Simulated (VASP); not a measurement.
These are RPBE GGA, VASP's PBE PAW potentials (set 64) (plane waves; VASP 6.6.1) values and carry that method's errors.

Input for VASP

INCAR:
```
SYSTEM = Si atom
PREC = Normal
ENCUT = 520
EDIFF = 1E-6
NELM = 200
ALGO = All
LREAL = .FALSE.
LASPH = .TRUE.
ISMEAR = 0
SIGMA = 0.01
GGA = RP
ISPIN = 2
MAGMOM = 2
LORBIT = 10
LWAVE = .FALSE.
LCHARG = .FALSE.
ISYM = 0
NUPDOWN = 2
```

File KPOINTS:
```
Automatic mesh
0
Gamma
1 1 1
0 0 0
```

File POSCAR:
```
Si atom
1
   12.0000000000     0.0000000000     0.0000000000
    0.0000000000    12.5000000000     0.0000000000
    0.0000000000     0.0000000000    13.0000000000
Si
1
Direct
  0.0000000000   0.0000000000   0.0000000000
```

POTCAR, in this order: Si (PBE.64 set). Program: vasp_gam. Read from the step before: WAVECAR.

The run wrote:

**OUTCAR**
```
 ion  position               nearest neighbor table
   1  0.000  0.000  0.000-
 Subroutine IBZKPT returns following result:
 Found      1 irreducible k-points:

 Following reciprocal coordinates:
            Coordinates               Weight
  0.000000  0.000000  0.000000      1.000000
   k-points           NKPTS =      1   k-points in BZ     NKDIM =      1   number of bands    NBANDS=      7
   number of dos      NEDOS =    301   number of ions     NIONS =      1
   total plane-waves  NPLWV = 392000
   dimension x,y,z NGX =    70 NGY =   70 NGZ =   80
   dimension x,y,z NGXF=   140 NGYF=  140 NGZF=  160
   ions per type =               1
   PREC   = normal    normal or accurate (medium, high low for compatibility)
   ISTART =      1    job   : 0-new  1-cont  2-samecut
   ICHARG =      0    charge: 1-file 2-atom 10-const
   ISPIN  =      2    spin polarized calculation?
   LNONCOLLINEAR =      F non collinear calculations
   LSORBIT =      F    spin-orbit coupling
   INIWAV =      1    electr: 0-lowe 1-rand  2-diag
   ENCUT  =  520.0 eV  38.22 Ry    6.18 a.u.  22.31 23.24 24.17*2*pi/ulx,y,z
   NELM   =    200;   NELMIN=  2; NELMDL=  0     # of ELM steps
   EDIFF  = 0.1E-05   stopping-criterion for ELM
   LREAL  =      F    real-space projection
...
```

File OSZICAR:
```
       N       E                     dE             d eps       ncg     rms           ort
SDA:   1    -0.852938368540E+00   -0.85294E+00    0.00000E+00     7   0.894E-02   0.000E+00
CGA:   2    -0.856441869537E+00   -0.35035E-02   -0.35000E-02     7   0.154E-02   0.146E-04
CGA:   3    -0.856976705607E+00   -0.53484E-03   -0.53747E-03     7   0.222E-03  -0.209E-04
CGA:   4    -0.857064514786E+00   -0.87809E-04   -0.92691E-04     7   0.814E-04  -0.308E-04
SDA:   5    -0.857250274418E+00   -0.18576E-03   -0.18588E-03     7   0.142E-02  -0.117E-03
SDA:   6    -0.860070453213E+00   -0.28202E-02   -0.28150E-02     7   0.275E-01  -0.320E-02
SDA:   7    -0.897655816880E+00   -0.37585E-01   -0.37882E-01     7   0.591E-01  -0.189E-01
CGA:   8    -0.918341105412E+00   -0.20685E-01   -0.19008E-01     7   0.157E-01  -0.315E-02
CGA:   9    -0.927642910266E+00   -0.93018E-02   -0.93026E-02     7   0.432E-02  -0.451E-05
CGA:  10    -0.929488135662E+00   -0.18452E-02   -0.18452E-02     7   0.135E-02  -0.241E-06
CGA:  11    -0.930189886182E+00   -0.70175E-03   -0.70171E-03     7   0.351E-03   0.220E-05
CGA:  12    -0.930348430356E+00   -0.15854E-03   -0.15847E-03     7   0.577E-04  -0.138E-05
CGA:  13    -0.930375763282E+00   -0.27333E-04   -0.27333E-04     7   0.129E-04   0.201E-07
CGA:  14    -0.930381408559E+00   -0.56453E-05   -0.56636E-05     7   0.261E-05   0.320E-06
CGA:  15    -0.930383234838E+00   -0.18263E-05   -0.18533E-05     7   0.162E-05  -0.133E-06
CGA:  16    -0.930384570955E+00   -0.13361E-05   -0.13328E-05     7   0.172E-05   0.950E-08
CGA:  17    -0.930386712073E+00   -0.21411E-05   -0.20582E-05     7   0.284E-05   0.129E-06
CGA:  18    -0.930392292016E+00   -0.55799E-05   -0.57719E-05     7   0.100E-04  -0.156E-06
CGA:  19    -0.930408283603E+00   -0.15992E-04   -0.17063E-04     7   0.322E-04  -0.130E-05
CGA:  20    -0.930430004430E+00   -0.21721E-04   -0.20792E-04     7   0.459E-04  -0.253E-05
CGA:  21    -0.930448098749E+00   -0.18094E-04   -0.15680E-04     7   0.497E-04   0.654E-05
CGA:  22    -0.930470022564E+00   -0.21924E-04   -0.19346E-04     7   0.498E-04   0.797E-05
CGA:  23    -0.930487223115E+00   -0.17201E-04   -0.14454E-04     7   0.491E-04   0.113E-04
CGA:  24    -0.930503705508E+00   -0.16482E-04   -0.16735E-04     7   0.537E-04   0.175E-05
SDA:  25    -0.930515379361E+00   -0.11674E-04   -0.16471E-01     7   0.554E-04   0.163E-04
CGA:  26    -0.930548542480E+00   -0.33163E-04   -0.33166E-04     7   0.213E-04   0.213E-06
CGA:  27    -0.930558397030E+00   -0.98545E-05   -0.98692E-05     7   0.516E-05   0.901E-07
CGA:  28    -0.930561719849E+00   -0.33228E-05   -0.33241E-05     7   0.175E-05  -0.237E-07
CGA:  29    -0.930562612201E+00   -0.89235E-06   -0.89592E-06     7   0.525E-06   0.443E-07
   1 F= -.93056261E+00 E0= -.93056261E+00  d E =-.186797E-13  mag=     2.0000
```

OUTCAR:
```
------------------------ aborting loop because EDIFF is reached ----------------------------------------
  FORCE on cell =-STRESS in cart. coord.  units (eV):
  Direction    XX          YY          ZZ          XY          YZ          ZX
  --------------------------------------------------------------------------------------
  Total        0.0005426     -0.0013826     -0.0017173     -0.0002158     -0.0001553     -0.0001263
  in kB        0.0004458     -0.0011360     -0.0014110     -0.0001773     -0.0001276     -0.0001038
  external PRESSURE =      -0.0007004 kB  Pullay stress =       0.0000000 kB
  volume of cell :     1950.00
      direct lattice vectors                 reciprocal lattice vectors
    12.000000000  0.000000000  0.000000000     0.083333333  0.000000000  0.000000000
     0.000000000 12.500000000  0.000000000     0.000000000  0.080000000  0.000000000
     0.000000000  0.000000000 13.000000000     0.000000000  0.000000000  0.076923077
 POSITION                                       TOTAL-FORCE (eV/Angst)
 -----------------------------------------------------------------------------------
      0.00000      0.00000      0.00000        -0.000011      0.000077     -0.000014
 -----------------------------------------------------------------------------------
    total drift:                               -0.000011      0.000077     -0.000014
  FREE ENERGIE OF THE ION-ELECTRON SYSTEM (eV)
  ---------------------------------------------------
  free  energy   TOTEN  =        -0.9305626122 eV

  energy  without entropy=       -0.9305626122  energy(sigma->0) =       -0.93056261

 total charge

# of ion       s       p       d       tot
------------------------------------------
    1        0.948   0.571   0.000   1.520

 magnetization (x)

# of ion       s       p       d       tot
------------------------------------------
    1        0.007   0.571   0.000   0.578
```
(Selected blocks of OUTCAR.)

The atom may not be in its lowest state.

The cell is a free atom in a box.
